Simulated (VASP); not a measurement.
Data:

```yaml
crystal:
  lattice:
    - [1.78943, -3.09938, 0.00000]
    - [1.78943, 3.09938, 0.00000]
    - [0.00000, 0.00000, 5.60971]
  atoms:
    - { symbol: Gd, position: [0.33333, 0.66667, 0.25000] }
    - { symbol: Gd, position: [0.66667, 0.33333, 0.75000] }
```

Method: PBE GGA with D3 dispersion (zero damping), VASP's PBE PAW potentials (set 64) (plane waves; VASP 6.6.1). Run with 520 eV cut-off, Gaussian smearing of 0.050 eV, potentials Gd_3.

The 4f electrons are frozen in the core of the lanthanide potential, so 4f levels, which can set the real gap, and their magnetism are missing.

Problem. Give the energies of bands 7 to 12 at the high-symmetry points, in eV from the Fermi level.

Solution. 
| band | Γ | M | K | A | L | H |
|---|---|---|---|---|---|---|
| 7 | -4.83 | -1.78 | -1.13 | -3.20 | -1.97 | -0.63 |
| 8 | -2.20 | -1.59 | -0.58 | -3.20 | -1.97 | -0.63 |
| 9 | 1.69 | -1.11 | -0.58 | 0.94 | -0.09 | -0.40 |
| 10 | 1.69 | 0.39 | -0.30 | 0.94 | -0.09 | -0.40 |
| 11 | 1.74 | 1.36 | 1.16 | 1.59 | 2.04 | 0.72 |
| 12 | 2.06 | 1.66 | 1.16 | 1.59 | 2.04 | 0.72 |

It has no gap at this level: it comes out as a metal or semimetal.

The compound is Gd in the hcp structure. It was relaxed first, which changed the volume by -6 %.
